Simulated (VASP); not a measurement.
Method: PBEsol GGA, VASP's PBE PAW potentials (set 64) (plane waves; VASP).

A VASP calculation is set up with these files.

### KPOINTS
```
Automatic mesh
0
Gamma
11 11 6
0 0 0
```

### INCAR
```
ALGO = Normal
EDIFF = 1E-6
EDIFFG = -0.01
ENCUT = 520
GGA = PS
IBRION = 2
ISIF = 3
ISMEAR = 1
LASPH = .TRUE.
LCHARG = .FALSE.
LMAXMIX = 4
LREAL = .FALSE.
LWAVE = .FALSE.
NELM = 100
NSW = 60
PREC = Accurate
SIGMA = 0.1
SYSTEM = Y
```

File POSCAR:
```
Y
1.0
  1.8021488752  -3.1214136804   0.0000000000
  1.8021488752   3.1214136804   0.0000000000
  0.0000000000   0.0000000000   5.5482860733
Y
2
Direct
  0.3333330000   0.6666670000   0.2500000000
  0.6666670000   0.3333330000   0.7500000000
```

POTCAR, in this order: Y_sv (PBE.64 set). Program: vasp_std.

Output of the run:

**OSZICAR**
```
       N       E                     dE             d eps       ncg     rms          rms(c)
DAV:   1     0.884309361384E+02    0.88431E+02   -0.11770E+04  1920   0.140E+03
DAV:   2    -0.659652963017E+01   -0.95027E+02   -0.94188E+02  2375   0.290E+02
DAV:   3    -0.139574936500E+02   -0.73610E+01   -0.73119E+01  3696   0.481E+01
DAV:   4    -0.140770528457E+02   -0.11956E+00   -0.11953E+00  2123   0.721E+00
DAV:   5    -0.140800555315E+02   -0.30027E-02   -0.30024E-02  2726   0.851E-01    0.339E+01
DAV:   6    -0.137197922556E+02    0.36026E+00   -0.45899E-01  1934   0.486E+00    0.211E+01
DAV:   7    -0.136589219106E+02    0.60870E-01   -0.89746E-01  2512   0.619E+00    0.189E+00
DAV:   8    -0.136465351310E+02    0.12387E-01   -0.17046E-01  2305   0.276E+00    0.101E+00
DAV:   9    -0.136458490493E+02    0.68608E-03   -0.49794E-03  2608   0.499E-01    0.434E-01
DAV:  10    -0.136459540214E+02   -0.10497E-03   -0.15923E-03  2082   0.414E-01    0.237E-01
DAV:  11    -0.136459230706E+02    0.30951E-04   -0.98335E-05  2682   0.986E-02    0.285E-02
DAV:  12    -0.136459195509E+02    0.35197E-05   -0.21607E-05  2124   0.461E-02    0.285E-02
DAV:  13    -0.136459208446E+02   -0.12938E-05   -0.71843E-06  2074   0.287E-02    0.253E-03
DAV:  14    -0.136459209862E+02   -0.14151E-06   -0.18343E-07  1177   0.334E-03
   1 F= -.13645921E+02 E0= -.13647421E+02  d E =-.136459E+02
       N       E                     dE             d eps       ncg     rms          rms(c)
DAV:   1    -0.136467585617E+02   -0.83772E-03   -0.16954E-02  2828   0.926E-01    0.204E-01
DAV:   2    -0.136460405625E+02    0.71800E-03   -0.19329E-03  2533   0.315E-01    0.974E-02
DAV:   3    -0.136458756348E+02    0.16493E-03   -0.15642E-03  3104   0.212E-01    0.578E-02
DAV:   4    -0.136459079669E+02   -0.32332E-04   -0.10493E-04  2386   0.669E-02    0.289E-02
DAV:   5    -0.136459448228E+02   -0.36856E-04   -0.10147E-04  3429   0.431E-02    0.155E-02
DAV:   6    -0.136459431413E+02    0.16815E-05   -0.34024E-06  1807   0.995E-03    0.704E-03
DAV:   7    -0.136459444804E+02   -0.13391E-05   -0.72779E-07  1058   0.798E-03    0.238E-03
DAV:   8    -0.136459446649E+02   -0.18450E-06   -0.12507E-07  1002   0.274E-03
   2 F= -.13645945E+02 E0= -.13647446E+02  d E =-.236787E-04
```

File OUTCAR:
```
------------------------ aborting loop because EDIFF is reached ----------------------------------------
  FORCE on cell =-STRESS in cart. coord.  units (eV):
  Direction    XX          YY          ZZ          XY          YZ          ZX
  --------------------------------------------------------------------------------------
  Total        0.0059402      0.0059402      0.0081784      0.0000000     -0.0000000      0.0000000
  in kB        0.1527969      0.1527969      0.2103696      0.0000000     -0.0000000      0.0000000
  external PRESSURE =       0.1719878 kB  Pullay stress =       0.0000000 kB
  volume of cell :       62.29
      direct lattice vectors                 reciprocal lattice vectors
     1.800688120 -3.118883578 -0.000000000     0.277671627 -0.160313775 -0.000000000
     1.800688120  3.118883578 -0.000000000     0.277671627  0.160313775  0.000000000
    -0.000000000 -0.000000000  5.545329043     0.000000000  0.000000000  0.180331950
 POSITION                                       TOTAL-FORCE (eV/Angst)
 -----------------------------------------------------------------------------------
      1.80069      1.03963      1.38633        -0.000000      0.000000      0.000000
      1.80069     -1.03963      4.15900         0.000000     -0.000000     -0.000000
 -----------------------------------------------------------------------------------
    total drift:                               -0.000063      0.000512     -0.000009
  FREE ENERGIE OF THE ION-ELECTRON SYSTEM (eV)
  ---------------------------------------------------
  free  energy   TOTEN  =       -13.6459446649 eV

  energy  without entropy=      -13.6504479886  energy(sigma->0) =      -13.64744577

 reached required accuracy - stopping structural energy minimisation
```
(Selected blocks of OUTCAR.)

### CONTCAR
```
Y
   1.00000000000000
     1.8006881204488601   -3.1188835783074054   -0.0000000000000000
     1.8006881204488601    3.1188835783074054   -0.0000000000000000
    -0.0000000000000000   -0.0000000000000000    5.5453290434637763
  Y
     2
Direct
     0.3333330000000032    0.6666669999999968    0.2500000000000000
     0.6666669999999968    0.3333330000000032    0.7500000000000000
```

The compound is Y in the hcp structure. This run relaxes it. Symmetry was kept, so distortions that lower it aren't found. The start is the result of an earlier pass.
